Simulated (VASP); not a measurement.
The input files of a VASP run:

### INCAR
```
! general
SYSTEM  = Mg2Sn
PREC    = Accurate
ENCUT   = 520
LREAL   = .FALSE.
LASPH   = .TRUE.

! electronic loop
EDIFF   = 1E-7
NELM    = 100
ALGO    = Normal
LMAXMIX = 4

! smearing
ISMEAR  = 1
SIGMA   = 0.1

! functional
GGA     = 91

! ions
ISIF    = 2

! output
LWAVE   = .FALSE.
LCHARG  = .FALSE.
```

### POSCAR
```
Mg2Sn
1
    0.0000000000     3.4362597633     3.4362597633
    3.4362597633     0.0000000000     3.4362597633
    3.4362597633     3.4362597633     0.0000000000
Mg Sn
2 1
Direct
  0.2500000000   0.2500000000   0.2500000000
  0.7500000000   0.7500000000   0.7500000000
  0.0000000000   0.0000000000   1.0000000000
```

**KPOINTS**
```
Automatic mesh
0
Gamma
8 8 8
0 0 0
```

POTCAR, in this order: Mg Sn_d (PBE.64 set). Program: vasp_std.

Q: Translate this PW91 calculation to Quantum ESPRESSO's pw.x.

A: One equivalent input (not run):
```
&CONTROL
  calculation = 'scf'
  pseudo_dir = './pseudo'
  outdir = './out'
  tprnfor = .true.
  tstress = .true.
/
&SYSTEM
  ibrav = 0
  nat = 3
  ntyp = 2
  ecutwfc = 84
  occupations = 'smearing'
  smearing = 'methfessel-paxton'
  degauss = 0.00735
  input_dft = 'pw91'
/
&ELECTRONS
  conv_thr = 7.3e-09
  electron_maxstep = 100
/
ATOMIC_SPECIES
  Mg 24.305 Mg.upf
  Sn 118.710 Sn.upf
CELL_PARAMETERS angstrom
     0.0000000    3.4362598    3.4362598
     3.4362598    0.0000000    3.4362598
     3.4362598    3.4362598    0.0000000
ATOMIC_POSITIONS crystal
  Mg   0.2500000  0.2500000  0.2500000
  Mg   0.7500000  0.7500000  0.7500000
  Sn   0.0000000  0.0000000  1.0000000
K_POINTS automatic
  8 8 8 0 0 0
```
Limits of the translation: the potentials are each code's own (VASP's PAW set, PseudoDojo norm-conserving files in pw.x), so ENCUT and ecutwfc are chosen apart and not converted; conv_thr bounds pw.x's estimated SCF error, while EDIFF bounds the energy change between steps.

The compound is Mg2Sn in the antifluorite structure. This cell is one point of a volume scan, at 1.03 of the reference volume.
